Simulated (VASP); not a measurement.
# Which magnetic order does AlCr2C take?

Is AlCr2C a ferromagnet or an antiferromagnet at this level? The start is a computed cell from the Materials Project.

Main program and level: VASP 6.6.1; PBE, DFT+U (Cr d 3 eV), spin-polarised from a ferromagnetic start; plane waves and PAW (Cr, Al, C), in the first sound run; inputs show where later runs differ.

### 1. Set-up

Symmetry: P6_3/mmc, No. 194, hexagonal system. Conventional cell: a = 2.825 Å, b = 2.825 Å, c = 12.601 Å, α = 90.00°, β = 90.00°, γ = 120.00°. Nearest to Cr lie 3 C at 1.95 Å and 3 Al at 2.64 Å. Al has 6 Cr at 2.64 Å and 6 Al at 2.83 Å nearest. Nearest to C lie 6 Cr at 1.95 Å. Farther neighbours are not listed.

### 2. Relax in the ferromagnetic state

All later runs share one geometry, relaxed here from a start with parallel moments; where they turned over, the text says so.

INCAR reads:

```
SYSTEM = AlCr2C
PREC = Normal
ENCUT = 480
EDIFF = 1E-05
NELM = 120
ISMEAR = 0
SIGMA = 0.05
LREAL = .FALSE.
ALGO = Normal
GGA = PE
NBANDS = 38
ISPIN = 2
MAGMOM = 3 3 3 3 0 0 0 0
LDAU = .TRUE.
LDAUTYPE = 2
LDAUL = 2 -1 -1
LDAUU = 3 0 0
LDAUJ = 0 0 0
LDAUPRINT = 1
LASPH = .TRUE.
LMAXMIX = 4
LORBIT = 11
LWAVE = .FALSE.
LCHARG = .FALSE.
IBRION = 2
NSW = 30
ISIF = 3
EDIFFG = -0.02
POTIM = 0.4
```

POSCAR reads:

```
AlCr2C
1.0
    2.8251010646      0.0000000000      0.0000000000
   -1.4125505323      2.4466092902      0.0000000000
    0.0000000000      0.0000000000     12.6013736800
Cr Al C
4 2 2
Direct
    0.3333333333      0.6666666667      0.0850588400
    0.6666666667      0.3333333333      0.5850588400
    0.6666666667      0.3333333333      0.9149411600
    0.3333333333      0.6666666667      0.4149411600
    0.3333333333      0.6666666667      0.7500000000
    0.6666666667      0.3333333333      0.2500000000
    0.0000000000      0.0000000000      0.0000000000
    0.0000000000      0.0000000000      0.5000000000
```

KPOINTS reads:

```
Automatic mesh
0
Gamma
7 7 2
0 0 0
```

PAW data sets: Cr, Al and C (PBE family, release 64).

On the command line:

```console
$ mpirun -np 1 vasp_std
```

The log of the run:

```text
[banner, memory and clock lines left out]
running    1 mpi-ranks, on    1 nodes
 distrk:  each k-point on    1 cores,    1 groups
 distr:  one band on    1 cores,    1 groups

 POSCAR found type information on POSCAR CrAlC
 POSCAR found :  3 types and       8 ions
 LDA part: xc-table for (Slater+PW92), standard interpolation
 POSCAR, INCAR and KPOINTS ok, starting setup
 FFT: planning ... GRIDC
 FFT: planning ... GRID_SOFT
 FFT: planning ... GRID
 WAVECAR not read
 entering main loop
       N       E                     dE             d eps       ncg     rms          rms(c)
DAV:   1     0.271367073071E+03    0.27137E+03   -0.13196E+04  2432   0.102E+03
DAV:   2    -0.242937586544E+02   -0.29566E+03   -0.27017E+03  2432   0.253E+02
DAV:   3    -0.620236146337E+02   -0.37730E+02   -0.34535E+02  3190   0.965E+01
DAV:   4    -0.642379156245E+02   -0.22143E+01   -0.21808E+01  3640   0.255E+01
DAV:   5    -0.642634272838E+02   -0.25512E-01   -0.25502E-01  3496   0.321E+00    0.459E+01
DAV:   6    -0.545488298537E+02    0.97146E+01   -0.68461E+01  3420   0.951E+01    0.207E+01
DAV:   7    -0.519288869876E+02    0.26199E+01   -0.23629E+01  3392   0.652E+01    0.158E+01
DAV:   8    -0.518307682224E+02    0.98119E-01   -0.24087E+00  3472   0.824E+00    0.737E+00
DAV:   9    -0.516222312230E+02    0.20854E+00   -0.55239E-01  3496   0.924E+00    0.131E+00
DAV:  10    -0.516474574808E+02   -0.25226E-01   -0.90817E-02  3370   0.243E+00    0.673E-01
DAV:  11    -0.516516914923E+02   -0.42340E-02   -0.46553E-03  3184   0.530E-01    0.361E-01
DAV:  12    -0.516532320861E+02   -0.15406E-02   -0.91809E-04  3200   0.190E-01    0.181E-01
DAV:  13    -0.516535075604E+02   -0.27547E-03   -0.62448E-04  3370   0.266E-01    0.900E-02
DAV:  14    -0.516535965052E+02   -0.88945E-04   -0.12860E-04  3394   0.109E-01    0.287E-02
DAV:  15    -0.516536094511E+02   -0.12946E-04   -0.18209E-05  2354   0.383E-02    0.108E-02
DAV:  16    -0.516536106713E+02   -0.12202E-05   -0.48678E-06  1580   0.140E-02
   1 F= -.51653611E+02 E0= -.51649832E+02  d E =-.516536E+02  mag=     8.2465
 curvature:   0.00 expect dE= 0.000E+00 dE for cont linesearch  0.000E+00
 trial: gam= 0.00000 g(F)=  0.351E+00 g(S)=  0.284E+01 ort = 0.000E+00 (trialstep = 0.100E+01)
 search vector abs. value=  0.319E+01
 bond charge predicted
       N       E                     dE             d eps       ncg     rms          rms(c)
DAV:   1    -0.571180810475E+02   -0.54645E+01   -0.15739E+02  2676   0.113E+02    0.252E+01
DAV:   2    -0.542283698586E+02    0.28897E+01   -0.27146E+01  3232   0.672E+01    0.227E+01
DAV:   3    -0.533153620633E+02    0.91301E+00   -0.28452E+00  3450   0.189E+01    0.610E+00
DAV:   4    -0.531996784600E+02    0.11568E+00   -0.10913E+00  3728   0.807E+00    0.458E+00
DAV:   5    -0.531154698316E+02    0.84209E-01   -0.35316E-01  3456   0.750E+00    0.112E+00
DAV:   6    -0.531246794214E+02   -0.92096E-02   -0.39340E-02  3456   0.206E+00    0.646E-01
DAV:   7    -0.531306499707E+02   -0.59705E-02   -0.13087E-02  3424   0.890E-01    0.277E-01
DAV:   8    -0.531323043962E+02   -0.16544E-02   -0.14032E-03  3152   0.305E-01    0.158E-01
DAV:   9    -0.531328533310E+02   -0.54893E-03   -0.46511E-04  3434   0.105E-01    0.733E-02
DAV:  10    -0.531329519357E+02   -0.98605E-04   -0.10180E-04  3206   0.655E-02    0.344E-02
DAV:  11    -0.531329760930E+02   -0.24157E-04   -0.53335E-05  2778   0.498E-02    0.175E-02
DAV:  12    -0.531329796880E+02   -0.35950E-05   -0.80788E-06  1408   0.269E-02
   2 F= -.53132980E+02 E0= -.53131182E+02  d E =-.147937E+01  mag=    11.0594
[...]
3 F= -.53189048E+02 E0= -.53187275E+02  d E =-.153544E+01  mag=    11.0612
[...]
4 F= -.53190543E+02 E0= -.53188776E+02  d E =-.153693E+01  mag=    11.0612
[...]
5 F= -.53235075E+02 E0= -.53232371E+02  d E =-.445315E-01  mag=    11.0612
[...]
6 F= -.53244268E+02 E0= -.53241343E+02  d E =-.537248E-01  mag=    11.0613
[...]
7 F= -.53244317E+02 E0= -.53241372E+02  d E =-.537735E-01  mag=    11.0612
[...]
8 F= -.53244919E+02 E0= -.53242027E+02  d E =-.602327E-03  mag=    11.0612
 trial-energy change:   -0.000602  1 .order   -0.000619   -0.003345    0.002107
 step:   0.6777(harm=  0.6777)  dis= 0.00189  next Energy=   -53.245343 (dE=-0.103E-02)
 bond charge predicted
       N       E                     dE             d eps       ncg     rms          rms(c)
DAV:   1    -0.532457616555E+02   -0.84328E-03   -0.27968E-02  3260   0.128E+00    0.267E-01
DAV:   2    -0.532453660552E+02    0.39560E-03   -0.19383E-03  3338   0.568E-01    0.179E-01
DAV:   3    -0.532453585520E+02    0.75032E-05   -0.21955E-04  3612   0.176E-01    0.646E-02
DAV:   4    -0.532453342214E+02    0.24331E-04   -0.69748E-05  3602   0.506E-02    0.412E-02
DAV:   5    -0.532453211179E+02    0.13104E-04   -0.11081E-05  2008   0.479E-02    0.650E-03
DAV:   6    -0.532453207264E+02    0.39151E-06   -0.39837E-06  1240   0.165E-02
   9 F= -.53245321E+02 E0= -.53242402E+02  d E =-.100387E-02  mag=    11.0612
 curvature:  -0.34 expect dE=-0.490E-04 dE for cont linesearch -0.558E-06
 trial: gam= 0.07349 g(F)=  0.261E-05 g(S)=  0.141E-03 ort =-0.706E-04 (trialstep = 0.102E+01)
 search vector abs. value=  0.149E-03
 reached required accuracy - stopping structural energy minimisation
```

It took 3.3 min on 1 MPI rank of AMD EPYC 9R45, shared host; peak memory 0.18 GiB.

Lines that name or quote the potential files are left out of all logs, and their timing lines are given in words.

(Part 1 of 5 ends here.)

[Lines on the potential files, build, host, timing and source positions are cut from VASP's logs without a mark.]

[Logs are printed without paths, hosts, clocks, repeated set-up lines and the standing remarks that a program may print on its own settings, such as how far it seeks lower states.]

[Hosts, paths, dates, database ids (printed as entryN), source tags and the programs' standing remarks are cut or masked in the printed files.]

[In band tables of VASP the shares of atoms and orbitals are scaled to a sum of 1 inside the atoms' spheres.]

[Runs that stopped without an error message from VASP are left out.]
